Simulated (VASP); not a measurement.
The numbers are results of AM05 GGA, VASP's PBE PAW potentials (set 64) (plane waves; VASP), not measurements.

The input files of a VASP run:

File POSCAR:
```
NaCl
3.9791430
  0.0000000000   0.7071067744   0.7071067744
  0.7071067744   0.0000000000   0.7071067744
  0.7071067744   0.7071067744   0.0000000000
Na Cl
1 1
Direct
  0.0000000000   0.0000000000   0.0000000000
  0.5000000000   0.5000000000   0.5000000000
```

INCAR:
```
! general
SYSTEM  =  NaCl
PREC    =  Accurate
ENCUT   =  520
LREAL   =  F
LASPH   =  T

! electronic loop
EDIFF   =  1E-7
NELM    =  100
ALGO    =  Normal

! smearing
ISMEAR  =  0
SIGMA   =  0.05

! functional
GGA     =  AM

! ions
ISIF    =  2

! output
LWAVE   =  F
LCHARG  =  F
```

File KPOINTS:
```
Automatic mesh
0
gamma
  8 8 8
```

POTCAR, in this order: Na_pv Cl (PBE.64 set). Program: vasp_std.

The run wrote:

File OUTCAR:
```
 ion  position               nearest neighbor table
   1  0.000  0.000  0.000-
   2  0.500  0.500  0.500-
  LATTYP: Found a face centered cubic cell.
 ALAT       =     5.6273579436
 Subroutine PRICEL returns:
 Original cell was already a primitive cell.
 Subroutine GETGRP returns: Found 48 space group operations
The static configuration has the point symmetry O_h .
The dynamic configuration has the point symmetry O_h .
 Subroutine INISYM returns: Found 48 space group operations
 Subroutine IBZKPT returns following result:
 Found     29 irreducible k-points:

 Following reciprocal coordinates:
            Coordinates               Weight
  0.000000  0.000000  0.000000      1.000000
  0.125000  0.000000  0.000000      8.000000
  0.250000  0.000000  0.000000      8.000000
  0.375000  0.000000  0.000000      8.000000
  0.500000  0.000000  0.000000      4.000000
  0.125000  0.125000  0.000000      6.000000
  0.250000  0.125000  0.000000     24.000000
  0.375000  0.125000  0.000000     24.000000
  0.500000  0.125000  0.000000     24.000000
 -0.375000  0.125000  0.000000     24.000000
 -0.250000  0.125000  0.000000     24.000000
 -0.125000  0.125000  0.000000     12.000000
  0.250000  0.250000  0.000000      6.000000
  0.375000  0.250000  0.000000     24.000000
  0.500000  0.250000  0.000000     24.000000
 -0.375000  0.250000  0.000000     24.000000
 -0.250000  0.250000  0.000000     12.000000
  0.375000  0.375000  0.000000      6.000000
  0.500000  0.375000  0.000000     24.000000
 -0.375000  0.375000  0.000000     12.000000
  0.500000  0.500000  0.000000      3.000000
  0.375000  0.250000  0.125000     24.000000
  0.500000  0.250000  0.125000     48.000000
 -0.375000  0.250000  0.125000     24.000000
...
```

File OSZICAR:
```
       N       E                     dE             d eps       ncg     rms          rms(c)
DAV:   1     0.968315744345E+02    0.96832E+02   -0.74690E+03   638   0.130E+03
DAV:   2     0.150289150934E+01   -0.95329E+02   -0.88803E+02   739   0.271E+02
DAV:   3    -0.666096536929E+01   -0.81639E+01   -0.81105E+01   770   0.817E+01
DAV:   4    -0.684043685931E+01   -0.17947E+00   -0.17932E+00   730   0.134E+01
DAV:   5    -0.684476888945E+01   -0.43320E-02   -0.43318E-02   829   0.201E+00    0.197E+00
DAV:   6    -0.668365474336E+01    0.16111E+00   -0.34141E-01   739   0.477E+00    0.143E+00
DAV:   7    -0.667950869104E+01    0.41461E-02   -0.83216E-02   845   0.226E+00    0.961E-01
DAV:   8    -0.668759735016E+01   -0.80887E-02   -0.13261E-02   650   0.119E+00    0.235E-01
DAV:   9    -0.668754415993E+01    0.53190E-04   -0.24034E-04   785   0.148E-01    0.150E-01
DAV:  10    -0.668773981274E+01   -0.19565E-03   -0.54762E-04   659   0.170E-01    0.782E-02
DAV:  11    -0.668772364287E+01    0.16170E-04   -0.34342E-05   755   0.456E-02    0.224E-02
DAV:  12    -0.668772393576E+01   -0.29289E-06   -0.92705E-06   668   0.212E-02    0.109E-02
DAV:  13    -0.668772446741E+01   -0.53165E-06   -0.11850E-06   671   0.777E-03    0.134E-03
DAV:  14    -0.668772442364E+01    0.43772E-07   -0.93306E-09   505   0.105E-03
   1 F= -.66877244E+01 E0= -.66877244E+01  d E =-.219399E-21
```

OUTCAR:
```
------------------------ aborting loop because EDIFF is reached ----------------------------------------
  FORCE on cell =-STRESS in cart. coord.  units (eV):
  Direction    XX          YY          ZZ          XY          YZ          ZX
  --------------------------------------------------------------------------------------
  Total        0.1880499      0.1880499      0.1880499      0.0000000      0.0000000     -0.0000000
  in kB        6.7628549      6.7628549      6.7628549      0.0000000      0.0000000     -0.0000000
  external PRESSURE =       6.7628549 kB  Pullay stress =       0.0000000 kB
  volume of cell :       44.55
      direct lattice vectors                 reciprocal lattice vectors
     0.000000000  2.813678972  2.813678972    -0.177703286  0.177703286  0.177703286
     2.813678972  0.000000000  2.813678972     0.177703286 -0.177703286  0.177703286
     2.813678972  2.813678972  0.000000000     0.177703286  0.177703286 -0.177703286
  FREE ENERGIE OF THE ION-ELECTRON SYSTEM (eV)
  ---------------------------------------------------
  free  energy   TOTEN  =        -6.6877244236 eV

  energy  without entropy=       -6.6877244236  energy(sigma->0) =       -6.68772442
```
(Selected blocks of OUTCAR.)

The compound is NaCl in the rock salt structure. This cell is one point of a volume scan, at 0.97 of the reference volume.
